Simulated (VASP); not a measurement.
**Be3ZnTe4: relaxation of cell and atoms with PBE**

Be3ZnTe4:

```
CELL_PARAMETERS angstrom
2.01500 1.16336 13.16667
-2.01500 1.16336 13.16667
0.00000 -2.32672 13.16667
ATOMIC_POSITIONS crystal
Be 0.25000 0.25000 0.25000
Be 0.50000 0.50000 0.50000
Be 0.75000 0.75000 0.75000
Zn 0.00000 0.00000 0.00000
Te 0.93750 0.93750 0.93750
Te 0.18750 0.18750 0.18750
Te 0.43750 0.43750 0.43750
Te 0.68750 0.68750 0.68750
```

The cell was built by a generator and needn't be a form met in nature.

```json
{"Program": "VASP 6.6.1", "Task": "relaxation of cell and atoms", "Functional": "PBE", "Potentials or basis": "VASP PAW PBE potentials, release 64 (Be, Zn, Te)", "Cutoff": "520 eV", "k mesh": "4 × 4 × 4", "Occupations": "gaussian, width 0.15 eV", "Spin": "no spin polarisation", "Further INCAR settings": "PREC = Normal; ALGO = Fast; EDIFF = 0.0001; IBRION = 2; EDIFFG = -0.08; NSW = 24; ISIF = 3"}
```

| Quantity | Value |
| --- | --- |
| Relaxed volume | 24.52 Å³/atom |
| Relaxed cell | a = 13.588 Å, b = 13.588 Å, c = 13.588 Å, α = 17.42°, β = 17.42°, γ = 17.42° |
| Space group after relaxing (to 0.05 Å) | R3m (No. 160) |
| Energy gained by relaxing | 50.6 meV/atom |
| Ionic steps | 9 |
| Pressure after relaxing | -0.1 GPa |
| Largest force after relaxing | 0.070 eV/Å |
| Band gap on the k mesh | 1.80 eV, indirect (least direct gap 2.32 eV) |

Forces in eV/Å, atoms in the order of the input:
```
Be   0.000  0.000 -0.059
Be   0.000  0.000  0.029
Be   0.000  0.000 -0.028
Zn   0.000  0.000  0.017
Te   0.000  0.000  0.047
Te   0.000  0.000 -0.062
Te   0.000  0.000  0.070
Te   0.000  0.000 -0.013
```

Step by step:
```
step  energy change (eV)  largest force (eV/Å)  pressure (GPa)  volume (Å³)
   1              0.0000                1.6385            4.26       185.19
   2             -0.2940                0.5430           -1.31       202.19
   3             -0.2972                0.6434           -0.76       200.32
   4             -0.3422                0.3383           -0.31       198.17
   5             -0.3637                0.4515            0.21       195.95
   6             -0.3650                0.4888            0.46       195.30
   7             -0.3880                0.2494            0.10       196.29
   8             -0.3957                0.2270           -0.22       197.32
   9             -0.4052                0.0699           -0.14       196.18
```

Final structure:
```
Be Zn Te
1.0
     2.05741    1.18785   13.37903
    -2.05741    1.18785   13.37903
     0.00000   -2.37570   13.37903
Be Zn Te
3 1 4
Direct
  0.24762 0.24762 0.24762
  0.49991 0.49991 0.49991
  0.75294 0.75294 0.75294
  0.99922 0.99922 0.99922
  0.93314 0.93314 0.93314
  0.18636 0.18636 0.18636
  0.43869 0.43869 0.43869
  0.69212 0.69212 0.69212
```

Levels at points of the mesh, in eV from the valence-band top:
```csv
k point,band 17,band 18,band 19,band 20,band 21,band 22,band 23,band 24,band 25,band 26
"(0.00, 0.00, 0.00)",-0.73,-0.73,-0.25,0.00,0.00,2.32,2.51,2.63,2.79,3.40
"(0.50, 0.00, 0.00)",-2.45,-2.04,-1.96,-1.66,-1.19,2.00,2.31,2.68,3.07,3.28
"(0.50, 0.50, 0.00)",-2.61,-2.29,-1.88,-1.25,-1.08,1.80,2.15,2.52,2.55,2.94
"(0.50, 0.50, 0.50)",-1.18,-0.64,-0.64,-0.05,-0.05,2.38,2.48,2.87,3.00,3.55
```

Wall time 7.5 min on 4 MPI ranks on AMD EPYC 9R14 (Zen 4), with other jobs on the host, peak memory 1.1 GiB a rank.

Caveat: the k mesh is coarse (spacing up to 0.45 Å⁻¹), so the values aren't converged; spin-orbit coupling is left out, which moves the levels of the heavy elements; the relaxation stopped at a loose force limit of 0.08 eV/Å, so its end isn't a converged minimum. Expect the measured gap to be larger: semilocal functionals such as PBE lack the derivative discontinuity.
